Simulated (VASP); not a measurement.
# A vacancy on the Sn site in a supercell of Nb3Sn, part 4 of 4

How easily does a vacancy on the Sn site form in Nb3Sn? The host is relaxed first, then a supercell is run with and without the defect. The start is a cell from a database of measured crystal structures.

VASP 6.6.1, plane waves and PAW; the level of theory is named at each step.

So far. Step 5 (Reference Nb): The run ended after 3 ionic steps, 0.004 eV below its first step, once forces and stress met EDIFFG = -0.02. Step 5 (Reference Nb): Energy at zero smearing: -24.71165 eV.

### 6. Relaxing the defect

This step: r2SCAN; plane waves and PAW (Sn, Nb_pv) (VASP 6.6.1).

System of this step: Nb24Sn7. The cell holds 31 atoms: 7 Sn and 24 Nb. Cell: a = 9.222 Å, b = 9.222 Å, c = 9.222 Å, α = 109.5°, β = 109.5°, γ = 109.5°. It derives from Nb3Sn. Nearest the centre at fractional (0.500, 0.500, 0.500): Nb17 at 2.98 Å, Nb8 at 2.98 Å, Nb11 at 2.98 Å, Nb15 at 2.98 Å, Nb16 at 2.98 Å, Nb24 at 2.98 Å, Nb20 at 2.98 Å, Nb12 at 2.98 Å.

The host is treated as a metal, since its gap is under 0.3 eV or closed. The run keeps 24 symmetry operations, which cuts the number of k-points but bars distortions that break them. The atoms relax at the host's fixed cell.

Input file INCAR:

```
SYSTEM = Nb24Sn7
PREC = Normal
ENCUT = 300
EDIFF = 1E-05
NELM = 120
ISMEAR = 1
SIGMA = 0.2
LREAL = Auto
ALGO = Normal
METAGGA = R2SCAN
LASPH = .TRUE.
NBANDS = 172
LORBIT = 11
LWAVE = .FALSE.
LCHARG = .TRUE.
KPAR = 4
IBRION = 2
NSW = 50
ISIF = 2
EDIFFG = -0.03
POTIM = 0.4
MAXMIX = 40
ISYM = 2
```

Input file POSCAR:

```
Nb24Sn7
1.0
   -5.3245933642      5.3245933642      5.3245933642
    5.3245933642     -5.3245933642      5.3245933642
    5.3245933642      5.3245933642     -5.3245933642
Sn Nb
7 24
Direct
    0.0000000000      0.0000000000      0.5000000000
    0.0000000000      0.5000000000      0.0000000000
    0.5000000000      0.0000000000      0.0000000000
    0.0000000000      0.0000000000      0.0000000000
    0.5000000000      0.5000000000      0.0000000000
    0.5000000000      0.0000000000      0.5000000000
    0.0000000000      0.5000000000      0.5000000000
    0.3750000000      0.1250000000      0.2500000000
    0.8750000000      0.6250000000      0.2500000000
    0.8750000000      0.1250000000      0.7500000000
    0.3750000000      0.6250000000      0.7500000000
    0.6250000000      0.3750000000      0.2500000000
    0.1250000000      0.8750000000      0.2500000000
    0.1250000000      0.3750000000      0.7500000000
    0.6250000000      0.8750000000      0.7500000000
    0.1250000000      0.2500000000      0.3750000000
    0.6250000000      0.7500000000      0.3750000000
    0.6250000000      0.2500000000      0.8750000000
    0.1250000000      0.7500000000      0.8750000000
    0.2500000000      0.6250000000      0.3750000000
    0.7500000000      0.1250000000      0.3750000000
    0.7500000000      0.6250000000      0.8750000000
    0.2500000000      0.1250000000      0.8750000000
    0.3750000000      0.2500000000      0.6250000000
    0.8750000000      0.7500000000      0.6250000000
    0.8750000000      0.2500000000      0.1250000000
    0.3750000000      0.7500000000      0.1250000000
    0.2500000000      0.3750000000      0.1250000000
    0.7500000000      0.8750000000      0.1250000000
    0.7500000000      0.3750000000      0.6250000000
    0.2500000000      0.8750000000      0.6250000000
```

Input file KPOINTS:

```
Automatic mesh
0
Gamma
3 3 3
0 0 0
```

Potentials, in the order of the species: Sn and Nb_pv (PBE family, release 64).

Command:

```
mpirun -np 4 vasp_std
```

Log:

```text
[banner, memory and clock lines left out]
running    4 mpi-ranks, on    1 nodes
 distrk:  each k-point on    1 cores,    4 groups
 distr:  one band on    1 cores,    1 groups

 POSCAR found type information on POSCAR SnNb
 POSCAR found :  2 types and      31 ions
 [... a notice as in an earlier step ...]

 LDA part: xc-table for (None), standard interpolation
 POSCAR, INCAR and KPOINTS ok, starting setup
 FFT: planning ... GRIDC
 FFT: planning ... GRID_SOFT
 FFT: planning ... GRID
 WAVECAR not read
 entering main loop
       N       E                     dE             d eps       ncg     rms          rms(c)
DAV:   1     0.254356563329E+04    0.25436E+04   -0.10877E+05  1536   0.125E+03
DAV:   2    -0.530552573929E+03   -0.30741E+04   -0.30086E+04  1440   0.697E+02
DAV:   3    -0.813792609291E+03   -0.28324E+03   -0.26629E+03  2344   0.156E+02
DAV:   4    -0.845115735369E+03   -0.31323E+02   -0.28611E+02  2232   0.447E+01
DAV:   5    -0.847582067265E+03   -0.24663E+01   -0.23477E+01  2248   0.115E+01    0.115E+02
DAV:   6    -0.769735308431E+03    0.77847E+02   -0.53714E+01  1864   0.344E+01    0.351E+01
DAV:   7    -0.769499074375E+03    0.23623E+00   -0.10016E+01  2056   0.156E+01    0.974E+00
DAV:   8    -0.769078704579E+03    0.42037E+00   -0.30842E+00  2048   0.851E+00    0.557E+00
DAV:   9    -0.769103264166E+03   -0.24560E-01   -0.77697E-01  1832   0.291E+00    0.205E+00
DAV:  10    -0.769106917328E+03   -0.36532E-02   -0.80250E-02  2000   0.126E+00    0.118E+00
DAV:  11    -0.769106787609E+03    0.12972E-03   -0.10587E-02  1904   0.417E-01    0.520E-01
DAV:  12    -0.769107739765E+03   -0.95216E-03   -0.37794E-03  1904   0.273E-01    0.922E-02
DAV:  13    -0.769107781889E+03   -0.42124E-04   -0.48386E-04  2152   0.895E-02    0.408E-02
DAV:  14    -0.769107768802E+03    0.13087E-04   -0.40648E-05  1368   0.268E-02    0.362E-02
DAV:  15    -0.769107741183E+03    0.27620E-04   -0.19650E-05  1096   0.179E-02    0.905E-03
DAV:  16    -0.769107742876E+03   -0.16933E-05   -0.50215E-06   928   0.138E-02
   1 F= -.76910774E+03 E0= -.76908942E+03  d E =-.769108E+03
 curvature:   0.00 expect dE= 0.000E+00 dE for cont linesearch  0.000E+00
 trial: gam= 0.00000 g(F)=  0.330E-01 g(S)=  0.000E+00 ort = 0.000E+00 (trialstep = 0.100E+01)
 search vector abs. value=  0.330E-01
 bond charge predicted
       N       E                     dE             d eps       ncg     rms          rms(c)
DAV:   1    -0.769051117911E+03    0.56623E-01   -0.49632E+00  1720   0.111E+01    0.916E-01
DAV:   2    -0.769131093718E+03   -0.79976E-01   -0.78961E-01  1464   0.290E+00    0.527E-01
DAV:   3    -0.769134062587E+03   -0.29689E-02   -0.36794E-02  2024   0.538E-01    0.444E-01
DAV:   4    -0.769133881732E+03    0.18085E-03   -0.46138E-03  2080   0.290E-01    0.209E-01
DAV:   5    -0.769133984239E+03   -0.10251E-03   -0.80069E-04  1952   0.997E-02    0.997E-02
DAV:   6    -0.769133994945E+03   -0.10706E-04   -0.11928E-04  1728   0.439E-02    0.301E-02
DAV:   7    -0.769133989835E+03    0.51102E-05   -0.33359E-05  1256   0.285E-02
   2 F= -.76913399E+03 E0= -.76911589E+03  d E =-.262470E-01
[... from here on, the cycles between the ionic steps are left out ...]
   3 F= -.76915074E+03 E0= -.76913306E+03  d E =-.430017E-01
   4 F= -.76915073E+03 E0= -.76913308E+03  d E =-.429867E-01
   5 F= -.76915572E+03 E0= -.76913777E+03  d E =-.499361E-02
   6 F= -.76915853E+03 E0= -.76914024E+03  d E =-.779791E-02
   7 F= -.76915922E+03 E0= -.76914012E+03  d E =-.848601E-02
   8 F= -.76915970E+03 E0= -.76914101E+03  d E =-.897490E-02
   9 F= -.76915972E+03 E0= -.76914096E+03  d E =-.898944E-02
 curvature:  -2.09 expect dE=-0.213E-02 dE for cont linesearch -0.326E-05
 trial: gam= 0.19037 g(F)=  0.102E-02 g(S)=  0.000E+00 ort =-0.892E-04 (trialstep = 0.190E+01)
 search vector abs. value=  0.117E-02
 bond charge predicted
       N       E                     dE             d eps       ncg     rms          rms(c)
DAV:   1    -0.769150513844E+03    0.92046E-02   -0.62653E-01  1668   0.392E+00    0.303E-01
DAV:   2    -0.769162854993E+03   -0.12341E-01   -0.10596E-01  1632   0.114E+00    0.455E-01
DAV:   3    -0.769160957556E+03    0.18974E-02   -0.98800E-03  1872   0.592E-01    0.146E-01
DAV:   4    -0.769160970971E+03   -0.13415E-04   -0.31011E-03  2136   0.202E-01    0.139E-01
DAV:   5    -0.769160997393E+03   -0.26421E-04   -0.30626E-04  2152   0.704E-02    0.985E-02
DAV:   6    -0.769161016886E+03   -0.19494E-04   -0.30803E-04  1768   0.741E-02    0.142E-01
DAV:   7    -0.769161060675E+03   -0.43789E-04   -0.14790E-04  1904   0.516E-02    0.161E-01
DAV:   8    -0.769161047944E+03    0.12731E-04   -0.16516E-05   864   0.257E-02    0.142E-01
DAV:   9    -0.769161020391E+03    0.27554E-04   -0.27621E-05  1000   0.260E-02    0.114E-01
DAV:  10    -0.769160994995E+03    0.25396E-04   -0.49220E-05  1232   0.311E-02    0.697E-02
DAV:  11    -0.769160986433E+03    0.85619E-05   -0.29862E-05  1040   0.212E-02
  10 F= -.76916099E+03 E0= -.76914161E+03  d E =-.126739E-02
 trial-energy change:   -0.001267  1 .order   -0.001298   -0.001900   -0.000696
 step:   2.9975(harm=  2.9975)  dis= 0.00431  next Energy=  -769.161218 (dE=-0.150E-02)
 reached required accuracy - stopping structural energy minimisation
```

Run time: 19 min. Hardware: 4 MPI ranks of Intel Xeon Platinum 8488C (Sapphire Rapids), shared host; peak memory 1.5 GiB.

From OUTCAR (step 6):

```text
   NELECT =     292.0000    total number of electrons

 E-fermi :   5.3489

 k-point     1 :       0.0000    0.0000    0.0000
  band No.  band energies     occupation
    ...
    133       5.2216      1.87129
    134       5.2216      1.87129
    135       5.3782      0.75454
    136       5.3782      0.75454
    137       5.3782      0.75450
    138       5.4914      0.07156
    139       5.5143      0.00672
    140       5.5143      0.00672
    141       5.5448     -0.04572
    142       5.5588     -0.05905
    ...

  Total       -9.8691875     -9.8691875     -9.8691875      0.0000000      0.0000000     -0.0000000
  in kB      -26.1862103    -26.1862103    -26.1862103      0.0000000      0.0000000     -0.0000000
  external PRESSURE =     -26.1862103 kB  Pullay stress =       0.0000000 kB

 POSITION                                       TOTAL-FORCE (eV/Angst)
 -----------------------------------------------------------------------------------
      2.66230      2.66230     -2.66230        -0.000000      0.000000      0.000000
      2.66230     -2.66230      2.66230        -0.000000      0.000000      0.000000
     -2.66230      2.66230      2.66230        -0.000000      0.000000      0.000000
     -0.00000      0.00000      0.00000        -0.000000      0.000000      0.000000
      0.00000      0.00000      5.32459        -0.000000      0.000000      0.000000
      0.00000      5.32459      0.00000        -0.000000      0.000000      0.000000
      5.32459      0.00000      0.00000        -0.000000      0.000000      0.000000
      0.03158      2.66230      1.33904         0.007538     -0.000000     -0.013667
     -0.00500      2.66230      6.63778        -0.003836     -0.000000      0.001855
      0.00500      7.98689      1.31319         0.003836      0.000000      0.001855
      5.29302      2.66230      1.33904        -0.007538      0.000000     -0.013667
      0.03158      2.66230      3.98555         0.007538      0.000000      0.013667
      5.31960     -2.66230      4.01141        -0.003836      0.000000     -0.001855
      5.32959      2.66230     -1.31319         0.003836      0.000000     -0.001855
      5.29302      2.66230      3.98555        -0.007538      0.000000      0.013667
      2.66230      1.33904      0.03158        -0.000000     -0.013667      0.007538
      2.66230      1.33904      5.29302        -0.000000     -0.013667     -0.007538
      2.66230      6.63778     -0.00500        -0.000000      0.001855     -0.003836
      7.98689      1.31319      0.00500        -0.000000      0.001855      0.003836
      3.98555      0.03158      2.66230         0.013667      0.007538      0.000000
     -1.31319      5.32959      2.66230        -0.001855      0.003836      0.000000
      3.98555      5.29302      2.66230         0.013667     -0.007538      0.000000
      4.01141      5.31960     -2.66230        -0.001855     -0.003836     -0.000000
      2.66230      3.98555      0.03158        -0.000000      0.013667      0.007538
[...]
-----------------------------------------------------------------------------------
    total drift:                                0.000000     -0.000000     -0.000000

  FREE ENERGIE OF THE ION-ELECTRON SYSTEM (eV)
  ---------------------------------------------------
  free  energy   TOTEN  =      -769.1609864329 eV

  energy  without entropy=     -769.1028648510  energy(sigma->0) =     -769.14161257

[... 7 parts as in an earlier step ...]

[... 9 further parts left out ...]
```

The run keeps the 24 symmetry operations of its start, so it cannot find a distortion of lower symmetry.

Step by step:

```tsv
step	energy less that of the first step (eV)	largest force (eV/Å)
1	0.0000	0.2206
2	-0.0262	0.1180
3	-0.0430	0.0817
4	-0.0430	0.0754
5	-0.0480	0.0575
6	-0.0508	0.0347
7	-0.0515	0.0592
8	-0.0520	0.0418
9	-0.0520	0.0445
10	-0.0532	0.0156
```

The atoms that moved most (Å):

```tsv
atom	dx	dy	dz	length
Nb24	0.000	-0.008	0.032	0.033
Nb12	0.032	0.000	-0.008	0.033
Nb20	-0.008	0.032	0.000	0.033
Nb17	0.000	0.008	-0.032	0.033
Nb30	0.008	-0.032	0.000	0.033
Nb11	-0.032	0.000	0.008	0.033
Nb8	0.032	0.000	0.008	0.033
Nb16	0.000	0.008	0.032	0.033
```

The relaxed structure:

```
Sn Nb
1.0
    -5.32459    5.32459    5.32459
     5.32459   -5.32459    5.32459
     5.32459    5.32459   -5.32459
Sn Nb
7 24
Direct
  0.00000 0.00000 0.50000
  0.00000 0.50000 0.00000
  0.50000 0.00000 0.00000
  0.00000 0.00000 0.00000
  0.50000 0.50000 0.00000
  0.50000 0.00000 0.50000
  0.00000 0.50000 0.50000
  0.37574 0.12871 0.25297
  0.87331 0.62284 0.24953
  0.87331 0.12378 0.75047
  0.37574 0.62278 0.74703
  0.62426 0.37722 0.25297
  0.12669 0.87622 0.24953
  0.12669 0.37716 0.75047
  0.62426 0.87129 0.74703
  0.12871 0.25297 0.37574
  0.62278 0.74703 0.37574
  0.62284 0.24953 0.87331
  0.12378 0.75047 0.87331
  0.25297 0.62426 0.37722
  0.75047 0.12669 0.37716
  0.74703 0.62426 0.87129
  0.24953 0.12669 0.87622
  0.37722 0.25297 0.62426
  0.87129 0.74703 0.62426
  0.87622 0.24953 0.12669
  0.37716 0.75047 0.12669
  0.25297 0.37574 0.12871
  0.75047 0.87331 0.12378
  0.74703 0.37574 0.62278
  0.24953 0.87331 0.62284
```

Numbers from this step:

```yaml
electronic_cycles: 71
electrons: 292
free_energy_toten: -769.1610 eV
energy_at_zero_smearing: -769.1416 eV
fermi_energy: 5.349 eV
```

Valence density in the ac plane at fractional y = 0.500, through the centre, with atoms of Sn within 0.45 Å of it. It is the smooth field of the valence electrons, not physical close to the nuclei.

Ten even steps from '_' (-0.13 e/Å³) to '@' (0.74 e/Å³), each cell a mean:
```
..::====----------====::....::====----------====--..
--====------------====------====------------====----
====----==++++================----==++++==--========
------==##%%##++==========------==##%%##++==========
----==**@@@@##++======--------==**%%@@##++====------
----==++####******++==--------==++####******++==----
------==++++**%%@@%%++----------====++**%%%%**==----
------======**%%@@##==----::::::----==**@@@@**==----
============++****++--::::::::::::::--++##**==----==
==========--======--::::::::::::::::--======----====
..::======--------::::::......::::::----------====--
__..--==----------::::........::::::--------====--..
..::====--------::::::........::::::--------====--..
--====----====--::::::......::::::----==----====----
====----==++++==--::::::::::::::--==++++==--========
------==##%%##++--::::::::::::--==##%%##++==========
----==++%%@@##++==------------==**@@@@##++======----
----==++**##******++==--------==**####******++==----
------====++**%%@@##++--------====++++**%%@@##++----
--------====**%%@@##==----------======**%%@@##==----
============++****==----==============++****==----==
==========--======----==============--======----====
..::--====----------====--::::======----------====--
__..--==----------====--..__..--==----------====--..
```
Columns run along a (9.2 Å), rows up along c (9.2 Å). Atoms in or near the plane, at fractional coordinates: Sn at (0.00, 0.00), Sn at (0.50, 0.00), Sn at (0.00, 0.50).

The run ended after 10 ionic steps, 0.053 eV below its first step, once the forces on the free atoms met EDIFFG = -0.03.

The 12 first neighbours (Nb) lie 2.98 Å from the site in the perfect crystal and 2.94 Å on average after the relaxation (-1.1 %).

### 7. Formation energies

This step: point defect, r2SCAN; plane waves and PAW (VASP 6.6.1).

This step runs nothing: it gathers the runs above.

This step gave:

```
formation energy of the neutral defect : 4.816 eV
host formation enthalpy                : -0.2649 eV/atom
```

Formation energy:

```tsv
formation energy (eV)	largest move (Å)
4.816	0.03255
```

The formation energy is the energy of the relaxed defect cell less that of the perfect cell, with each removed atom booked to its reference and each added atom taken from it.

References, in eV an atom: Sn -24.629 (crystal I4_1/amd) and Nb -24.712 (crystal Im-3m). They were run at the supercell's cutoff and functional, without U, and count both elements from their own phases.

### 8. Summary of results

```json
{"formation energy at charge 0": "4.816 eV", "host formation enthalpy": "-0.265 eV/atom"}
```

A vacancy on the Sn site costs 4.82 eV, with every exchanged atom at the energy of its element. The 12 first neighbours (Nb) lie 2.98 Å from the site in the perfect crystal and 2.94 Å on average after the relaxation (-1.1 %). With metallic smearing the value can move by tenths of an eV with the k mesh. The supercell of 32 atoms is small, so interactions between images remain.

[Lines on the potential files, build, host, timing and source positions are cut from VASP's logs without a mark.]

[Logs are printed without paths, hosts, clocks, repeated set-up lines and the standing remarks that a program may print on its own settings, such as how far it seeks lower states.]

[Hosts, paths, dates, database ids (printed as entryN), source tags and the programs' standing remarks are cut or masked in the printed files.]

[In band tables of VASP the shares of atoms and orbitals are scaled to a sum of 1 inside the atoms' spheres.]

[Runs that stopped without an error message from VASP are left out.]
